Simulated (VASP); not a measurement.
Runs of VASP 6.6.1 on Cl2BSeH. The cell holds a molecule in a box, 5 atoms: a = 12.000 Å, b = 13.000 Å, c = 13.000 Å, α = 90.00°, β = 90.00°, γ = 90.00°. 

```tsv
task	level	potentials or basis	cell	cutoff (eV)	grid for exact exchange (PRECFOCK)	exchange at q = 0	gap on the mesh (eV)	largest force (eV/Å)
electron localisation function	PBE	VASP PAW PBE potentials, release 64 (Cl, B, Se, H)	as given	520	-	-	4.32	0.42
atomic charges	PBE+TS	VASP PAW PBE potentials, release 64 (Cl, B, Se, H)	as given	520	-	-	4.32	0.43
single point	BLYP	VASP PAW PBE potentials, release 64 (Cl, B_s, Se, H_s)	as given	400	-	-	4.32	(b)
relaxation of the atoms	PBE	VASP PAW PBE potentials, release 64 (Cl, B, Se, H)	atoms relaxed from: atoms moved at random, drawn with an rms of 0.02 Å	520	-	-	4.27	0.01
single point	PBE	VASP PAW PBE potentials, release 64 (Cl, B, Se, H)	as given	520	-	-	4.32	0.42
single point	PBE0+TS	VASP PAW PBE potentials, release 64 (Cl, B, Se, H)	as given	520	Fast	default	(a)	0.10
single point	revPBE+D3(BJ)	VASP PAW PBE potentials, release 64 (Cl, B, Se, H)	as given	520	-	-	4.35	0.51
single point	PBE	VASP PAW PBE potentials, release 64 (Cl, B, Se, H)	atoms moved at random, drawn with an rms of 0.05 Å	520	-	-	4.20	1.81
```

Alike in all rows: no spin polarisation; k mesh 1 × 1 × 1; smearing gaussian 0.01 eV.

Q: Fill in the values left out.

A: (a) 6.32; (b) 0.60.

Caveats: the PAW data sets were made with another functional, which shifts forces and pressure a little (some runs).

A k mesh can miss the band edges, and the runs leave out spin-orbit coupling on Se.
